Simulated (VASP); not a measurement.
Calculation: RPBE GGA, VASP's PBE PAW potentials (set 64) (plane waves; VASP).

VASP input:

INCAR:
```
IBRION = 2
ISMEAR = 0
LCHARG = .FALSE.
EDIFFG = -0.03   ! ionic stop
SIGMA = 0.01
ISIF = 2
EDIFF = 1E-5   ! SCF stop (eV)
SYSTEM = F2
NELMIN = 4
NELM = 100
LASPH = .TRUE.
GGA = RP
ENCUT = 400   ! plane-wave cut-off (eV)
LWAVE = .FALSE.
LREAL = .FALSE.   ! projection in real space or not
PREC = Normal
NSW = 50   ! most ionic steps
ALGO = Normal
```

### POSCAR
```
F2
1
   11.0000000000     0.0000000000     0.0000000000
    0.0000000000    11.5000000000     0.0000000000
    0.0000000000     0.0000000000    12.0000000000
F
2
Direct
  0.5000000000   0.5000000000   0.4412500000
  0.5000000000   0.5000000000   0.5587500000
```

KPOINTS:
```
Automatic mesh
0
Gamma
1 1 1
0 0 0
```

POTCAR, in this order: F (PBE.64 set). Program: vasp_gam.

Output

### OSZICAR
```
       N       E                     dE             d eps       ncg     rms          rms(c)
DAV:   1     0.161365583903E+03    0.16137E+03   -0.32302E+03    30   0.593E+02
DAV:   2     0.724094236272E+02   -0.88956E+02   -0.82525E+02    28   0.141E+02
DAV:   3     0.105491934927E+02   -0.61860E+02   -0.53292E+02    28   0.106E+02
DAV:   4    -0.395534184796E+01   -0.14505E+02   -0.14212E+02    30   0.648E+01
DAV:   5    -0.419823274385E+01   -0.24289E+00   -0.24288E+00    33   0.623E+00    0.798E+00
DAV:   6    -0.352725906890E+01    0.67097E+00   -0.34888E-01    36   0.671E+00    0.448E+00
DAV:   7    -0.339811905665E+01    0.12914E+00   -0.38311E-01    22   0.703E+00    0.490E-01
DAV:   8    -0.339709102847E+01    0.10280E-02   -0.49270E-02    25   0.183E+00    0.866E-02
DAV:   9    -0.339736987860E+01   -0.27885E-03   -0.66499E-04    30   0.227E-01    0.488E-02
DAV:  10    -0.339802365202E+01   -0.65377E-03   -0.14668E-04    30   0.108E-01    0.167E-02
DAV:  11    -0.339838522573E+01   -0.36157E-03   -0.44801E-05    30   0.604E-02    0.693E-03
DAV:  12    -0.339850817637E+01   -0.12295E-03   -0.36665E-06    30   0.150E-02    0.374E-03
DAV:  13    -0.339883458812E+01   -0.32641E-03   -0.40023E-05    30   0.346E-02    0.210E-03
DAV:  14    -0.339889957935E+01   -0.64991E-04   -0.22178E-06    30   0.105E-02    0.202E-03
DAV:  15    -0.339895270341E+01   -0.53124E-04   -0.17527E-06    25   0.980E-03    0.692E-04
DAV:  16    -0.339896685703E+01   -0.14154E-04   -0.32455E-07    17   0.401E-03    0.341E-04
DAV:  17    -0.339897042090E+01   -0.35639E-05   -0.10946E-07    17   0.230E-03
   1 F= -.33989704E+01 E0= -.33989704E+01  d E =-.339897E+01
       N       E                     dE             d eps       ncg     rms          rms(c)
DAV:   1    -0.333572981427E+01    0.63237E-01   -0.24780E+01    22   0.512E+01    0.159E+00
DAV:   2    -0.334214041739E+01   -0.64106E-02   -0.29810E-01    22   0.558E+00    0.818E-01
DAV:   3    -0.335299479133E+01   -0.10854E-01   -0.53960E-03    22   0.775E-01    0.271E-01
DAV:   4    -0.335753819826E+01   -0.45434E-02   -0.85921E-04    25   0.279E-01    0.488E-02
DAV:   5    -0.335793944131E+01   -0.40124E-03   -0.10665E-04    25   0.112E-01    0.112E-02
DAV:   6    -0.335801187403E+01   -0.72433E-04   -0.83764E-06    22   0.303E-02    0.278E-03
DAV:   7    -0.335806421624E+01   -0.52342E-04   -0.35507E-06    22   0.137E-02    0.169E-03
DAV:   8    -0.335809948457E+01   -0.35268E-04   -0.14925E-06    14   0.806E-03    0.835E-04
DAV:   9    -0.335812716886E+01   -0.27684E-04   -0.21687E-06    22   0.750E-03    0.613E-04
DAV:  10    -0.335813736149E+01   -0.10193E-04   -0.16107E-07    17   0.269E-03    0.308E-04
DAV:  11    -0.335814475294E+01   -0.73914E-05   -0.14977E-07    17   0.304E-03
   2 F= -.33581448E+01 E0= -.33581448E+01  d E =0.408257E-01
       N       E                     dE             d eps       ncg     rms          rms(c)
DAV:   1    -0.339476228395E+01   -0.36625E-01   -0.12714E+01    22   0.371E+01    0.111E+00
DAV:   2    -0.339687926962E+01   -0.21170E-02   -0.15823E-01    22   0.409E+00    0.615E-01
DAV:   3    -0.340624062882E+01   -0.93614E-02   -0.69193E-03    22   0.848E-01    0.158E-01
DAV:   4    -0.340713489124E+01   -0.89426E-03   -0.40283E-04    22   0.211E-01    0.578E-02
DAV:   5    -0.340776783411E+01   -0.63294E-03   -0.13644E-04    25   0.128E-01    0.762E-03
DAV:   6    -0.340781056843E+01   -0.42734E-04   -0.53749E-06    25   0.216E-02    0.252E-03
DAV:   7    -0.340783052121E+01   -0.19953E-04   -0.15974E-06    17   0.970E-03    0.147E-03
DAV:   8    -0.340785309531E+01   -0.22574E-04   -0.23950E-06    30   0.822E-03    0.668E-04
DAV:   9    -0.340786629377E+01   -0.13198E-04   -0.85808E-07    14   0.604E-03    0.111E-03
DAV:  10    -0.340786845675E+01   -0.21630E-05   -0.23529E-07    14   0.338E-03
   3 F= -.34078685E+01 E0= -.34078685E+01  d E =-.889804E-02
```

**OUTCAR**
```
------------------------ aborting loop because EDIFF is reached ----------------------------------------
  FORCE on cell =-STRESS in cart. coord.  units (eV):
  Direction    XX          YY          ZZ          XY          YZ          ZX
  --------------------------------------------------------------------------------------
  Total       -2.8415187     -2.7632775     -1.7578091     -0.0000000      0.0000000      0.0000000
  in kB       -2.9990888     -2.9165090     -1.8552845     -0.0000000      0.0000000      0.0000000
  external PRESSURE =      -2.5902941 kB  Pullay stress =       0.0000000 kB
  volume of cell :     1518.00
      direct lattice vectors                 reciprocal lattice vectors
    11.000000000  0.000000000  0.000000000     0.090909091  0.000000000  0.000000000
     0.000000000 11.500000000  0.000000000     0.000000000  0.086956522  0.000000000
     0.000000000  0.000000000 12.000000000     0.000000000  0.000000000  0.083333333
 POSITION                                       TOTAL-FORCE (eV/Angst)
 -----------------------------------------------------------------------------------
      5.50000      5.75000      5.28386         0.000000      0.000000      0.003178
      5.50000      5.75000      6.71614         0.000000      0.000000     -0.003178
 -----------------------------------------------------------------------------------
    total drift:                                0.000000      0.000000      0.000000
  FREE ENERGIE OF THE ION-ELECTRON SYSTEM (eV)
  ---------------------------------------------------
  free  energy   TOTEN  =        -3.4078684568 eV

  energy  without entropy=       -3.4078684568  energy(sigma->0) =       -3.40786846

 reached required accuracy - stopping structural energy minimisation
```
(Selected blocks of OUTCAR.)

File CONTCAR:
```
F2
   1.00000000000000
    11.0000000000000000    0.0000000000000000    0.0000000000000000
     0.0000000000000000   11.5000000000000000    0.0000000000000000
     0.0000000000000000    0.0000000000000000   12.0000000000000000
  F
     2
Direct
     0.5000000000000000    0.5000000000000000    0.4403217162918474
     0.5000000000000000    0.5000000000000000    0.5596782837081526
```

At this cut-off the stress carries a Pulay error, which pulls relaxed volumes low.

The cell is a molecule in a box.
